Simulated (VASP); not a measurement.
Here is the system:

```yaml
crystal:
  lattice:
    - [-2.17616, 2.17616, 5.21029]
    - [2.17616, -2.17616, 5.21029]
    - [2.17616, 2.17616, -5.21029]
  atoms:
    - { symbol: Sr, position: [0.00000, 0.00000, 0.00000] }
    - { symbol: Ga, position: [0.38211, 0.38211, 0.00000] }
    - { symbol: Ga, position: [0.61789, 0.61789, 0.00000] }
    - { symbol: Ga, position: [0.75000, 0.25000, 0.50000] }
    - { symbol: Ga, position: [0.25000, 0.75000, 0.50000] }
```

Computed with LDA (Ceperley-Alder, Perdew-Zunger), VASP's LDA PAW potentials (set 64) (plane waves; VASP). Settings: 400 eV cut-off, 11×11×11 Γ-centred mesh, tetrahedra with Blöchl corrections, potentials Sr_sv Ga_d.

The cores are frozen, which limits the accuracy of field gradients.

Question: Give the principal components of the electric field gradient (V/Å²) and the asymmetry η at each nucleus.

Answer: 
```
atom   Vxx   Vyy    Vzz     η
----  ----  ----  -----  ----
Sr1   -9.3  -9.3   18.5  0.00
Ga2   10.9  10.9  -21.9  0.00
Ga3   10.9  10.9  -21.9  0.00
Ga4   29.0  28.9  -57.9  0.00
Ga5   29.0  28.9  -57.9  0.00
```

The structure comes from a measured SrGa4 entry (I4/mmm) of the Crystallography Open Database, whose conditions weren't checked. It was relaxed first, which changed the volume by -7 %.
